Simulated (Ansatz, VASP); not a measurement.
**SrAl2Os: VASP beside Ansatz**

```
Sr Al Os
1.0
     3.53182    0.00000    0.00000
    -1.76591    3.05865    0.00000
     0.00000    0.00000    9.59591
Sr Al Os
1 2 1
Direct
  0.33333 0.66667 0.50000
  0.00000 0.00000 0.79757
  0.00000 0.00000 0.20243
  0.33333 0.66667 0.00000
```

Alike in both runs: task relaxation of cell and atoms; functional PBE; k mesh 6 × 6 × 2; occupations gaussian, width 0.1 eV; no spin polarisation.

```csv
,VASP,Ansatz
version,VASP 6.6.1,Ansatz 0.2.0
potentials or method,"VASP PAW PBE potentials, release 64 (Sr_sv, Al, Os)","scalar-relativistic, plane waves, PAW"
plane-wave cutoff (eV),600,420
valence electrons in the cell,24,32
```

Ansatz gave:

```
gap on the k mesh at the Fermi level, each at its own relaxed structure (eV) : none
relaxed volume (Å³/atom)                                                     : 20.86
relaxed cell length with the largest relative difference (Å)                 : 3.268
energy change over the relaxation (meV/atom)                                 : -297
```

**Question.** Which values does VASP return?

**Answer.** gap on the k mesh at the Fermi level, each at its own relaxed structure (eV): none; relaxed volume (Å³/atom): 20.99; relaxed cell length with the largest relative difference (Å): 3.283; energy change over the relaxation (meV/atom): -297.

A gap of «none» marks a metal or a gap that the smearing closes. The two sets of potentials don't hold the same shells in valence.

Caveats: the volume moved by over 15 % at a fixed basis, so the end points are rough (VASP). The runs have no spin-orbit coupling, so splittings on Os are missing.
